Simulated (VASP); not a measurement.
Level of theory: PBE GGA, VASP's PBE PAW potentials (set 64) (plane waves; VASP 6.6.1).

A VASP calculation is set up with these files.

**POSCAR**
```
Al
1
    0.0000000000     1.9845000000     1.9845000000
    1.9845000000     0.0000000000     1.9845000000
    1.9845000000     1.9845000000     0.0000000000
Al
1
Direct
  0.0000000000   0.0000000000   0.0000000000
```

File KPOINTS:
```
Automatic mesh
0
Gamma
9 9 9
0 0 0
```

### INCAR
```
SYSTEM=Al
PREC=Accurate; ENCUT=300; LREAL=.FALSE.
LASPH=.TRUE.
EDIFF=1E-6; NELM=100; ALGO=Normal
ISMEAR=-1; SIGMA=0.05
GGA=PE
ISIF=2
LWAVE=.FALSE.; LCHARG=.FALSE.
```

POTCAR, in this order: Al (PBE.64 set). Program: vasp_std.

Output

### OSZICAR
```
       N       E                     dE             d eps       ncg     rms          rms(c)
DAV:   1    -0.306671860420E+01   -0.30667E+01   -0.62558E+02   470   0.189E+02
DAV:   2    -0.372059541349E+01   -0.65388E+00   -0.61803E+00   485   0.190E+01
DAV:   3    -0.372316828482E+01   -0.25729E-02   -0.25728E-02   465   0.119E+00
DAV:   4    -0.372317273124E+01   -0.44464E-05   -0.44459E-05   500   0.435E-02
DAV:   5    -0.372317275183E+01   -0.20585E-07   -0.20668E-07   445   0.222E-03    0.146E+00
DAV:   6    -0.370986308012E+01    0.13310E-01   -0.12556E-03   425   0.247E-01    0.846E-01
DAV:   7    -0.370000901711E+01    0.98541E-02   -0.39669E-03   405   0.411E-01    0.165E-01
DAV:   8    -0.370000649815E+01    0.25190E-05   -0.20793E-05   410   0.484E-02    0.241E-02
DAV:   9    -0.370000446984E+01    0.20283E-05   -0.11089E-06   435   0.726E-03    0.846E-04
DAV:  10    -0.370000428748E+01    0.18236E-06   -0.48476E-09   195   0.767E-04
   1 F= -.37000043E+01 E0= -.36968023E+01  d E =-.640400E-02
```

File OUTCAR:
```
------------------------ aborting loop because EDIFF is reached ----------------------------------------
  FORCE on cell =-STRESS in cart. coord.  units (eV):
  Direction    XX          YY          ZZ          XY          YZ          ZX
  --------------------------------------------------------------------------------------
  Total        0.4870313      0.4870313      0.4870313      0.0000000      0.0000000      0.0000000
  in kB       49.9210982     49.9210982     49.9210982      0.0000000      0.0000000      0.0000000
  external PRESSURE =      49.9210982 kB  Pullay stress =       0.0000000 kB
  volume of cell :       15.63
      direct lattice vectors                 reciprocal lattice vectors
     0.000000000  1.984500000  1.984500000    -0.251952633  0.251952633  0.251952633
     1.984500000  0.000000000  1.984500000     0.251952633 -0.251952633  0.251952633
     1.984500000  1.984500000  0.000000000     0.251952633  0.251952633 -0.251952633
 POSITION                                       TOTAL-FORCE (eV/Angst)
 -----------------------------------------------------------------------------------
      0.00000      0.00000      0.00000         0.000000      0.000000     -0.000000
 -----------------------------------------------------------------------------------
    total drift:                                0.000000     -0.000000     -0.000000
  FREE ENERGIE OF THE ION-ELECTRON SYSTEM (eV)
  ---------------------------------------------------
  free  energy   TOTEN  =        -3.7000042875 eV

  energy  without entropy=       -3.6936002854  energy(sigma->0) =       -3.69680229
```
(Selected blocks of OUTCAR.)

The structure is a typed Al crystal (Fm-3m). The cell was not relaxed at this level, and its volume differs by -5.9 % from the start's. The k-mesh is coarse (spacing up to 0.30 per Å, 2π included), so the numbers may not be converged in it.
